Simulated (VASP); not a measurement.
```xyz
2
Lattice="2.7080 0.0000 0.0000 0.0000 2.7080 0.0000 0.0000 0.0000 2.7080" Properties=species:S:1:pos:R:3 pbc="T T T"
Ti     0.0000     0.0000     0.0000
C      1.3540     1.3540     1.3540
```

Computed with r2SCAN meta-GGA, VASP's PBE PAW potentials (set 64) (plane waves; VASP 6.6.1). Numerical set-up: 520 eV cut-off, 15×15×15 Γ-centred mesh, tetrahedra with Blöchl corrections, potentials Ti_sv C.

Problem. Give the energies of bands 6 to 11 at the high-symmetry points, in eV from the Fermi level.

Solution. 
```csv
band,Γ,X,M,R
6,-1.59,-6.68,-3.48,-5.69
7,-1.59,-1.02,-3.48,-5.69
8,1.55,-1.02,-0.55,-5.69
9,1.55,-0.65,1.84,4.69
10,1.55,3.63,1.84,4.69
11,3.38,4.43,2.98,7.14
```

It has no gap at this level: it comes out as a metal or semimetal.

The structure was generated: TiC was put into the CsCl type (Pm-3m), which need not be its known phase. It was relaxed first, which changed the volume by -13 %.
